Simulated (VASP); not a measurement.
**KTaGa3: single point with revPBE**

Crystal: KTaGa3.

```xyz
5
Lattice="4.4847 0.0000 0.0000 0.0000 4.4847 0.0000 0.0000 0.0000 4.4847" Properties=species:S:1:pos:R:3 pbc="T T T"
K     0.0000    0.0000    0.0000
Ta    2.2423    2.2423    2.2423
Ga    2.2423    2.2423    0.0000
Ga    0.0000    2.2423    2.2423
Ga    2.2423    0.0000    2.2423
```

The cell was built by a generator and needn't be a form met in nature.

| Item | Value |
| --- | --- |
| Program | VASP 6.6.1 |
| Task | single point |
| Functional | revPBE |
| Potentials or basis | VASP PAW PBE potentials, release 64 (K_sv, Ta_pv, Ga_d) |
| Cutoff | 520 eV |
| k mesh | 4 × 4 × 4, shifted |
| Occupations | gaussian, width 0.018 eV |
| Spin | no spin polarisation |

The pressure is 47.6 GPa and the band gap on the k mesh is none (metal or under the smearing width).

Levels at points of the mesh, in eV from the Fermi level:
```tsv
k point	band 25	band 26	band 27	band 28	band 29	band 30	band 31	band 32	band 33	band 34
(0.12, 0.12, 0.12)	-4.69	-1.03	-0.16	-0.16	0.75	0.75	1.55	3.74	3.74	4.75
```

It took 14 s on 1 thread of Intel(R) Xeon(R) 6975P-C (Granite Rapids), with other jobs on the host, peak memory 0.2 GiB.

Caveat: a pressure of tens of GPa on the cell as given is suspect, and the run, the potentials or the cell itself is likely at fault; the PAW data sets were made with another functional, which shifts forces and pressure a little. The run has no spin-orbit coupling, so splittings on Ta are missing.
